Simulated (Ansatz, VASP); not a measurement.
**Two plane-wave programs on P2Se2O**

```
P Se O
1.0
    -2.56416    2.56416    3.21015
     2.56416   -2.56416    3.21015
     2.56416    2.56416   -3.21015
P Se O
2 2 1
Direct
  0.75000 0.25000 0.50000
  0.25000 0.75000 0.50000
  0.29727 0.29727 0.00000
  0.70273 0.70273 0.00000
  0.00000 0.00000 0.00000
```

Change from the starting cell: species swapped into the NdSi2Pt2 type (I4/mmm, No. 139).

Alike in both runs: functional PBE; dispersion D3(BJ); k mesh 6 × 6 × 6; occupations gaussian, width 0.1 eV; no spin polarisation.

Ansatz relaxed the structure, and its values are those at the end. VASP's run is a single point on that final structure, the one shown.

|  | VASP | Ansatz |
| --- | --- | --- |
| version | VASP 6.6.1 | Ansatz 0.2.0 |
| potentials or method | VASP PAW PBE potentials, release 64 (P, Se, O) | scalar-relativistic, plane waves, PAW |
| plane-wave cutoff (eV) | 520 | 420 |
| valence electrons in the cell | 28 | 48 |

Ansatz gave:

```
gap on the k mesh at the Fermi level (eV) : none
pressure (GPa)                            : 0.3
rms of the force components (eV/Å)        : 0.000
```

Q: Estimate VASP's values.

A: gap on the k mesh at the Fermi level (eV): none; pressure (GPa): 0.3; rms of the force components (eV/Å): 0.014.

A gap of «none» marks a metal or a gap that the smearing closes. The two sets of potentials don't hold the same shells in valence.

Caveats: pairwise dispersion overbinds metals, which lowers pressure and volume.
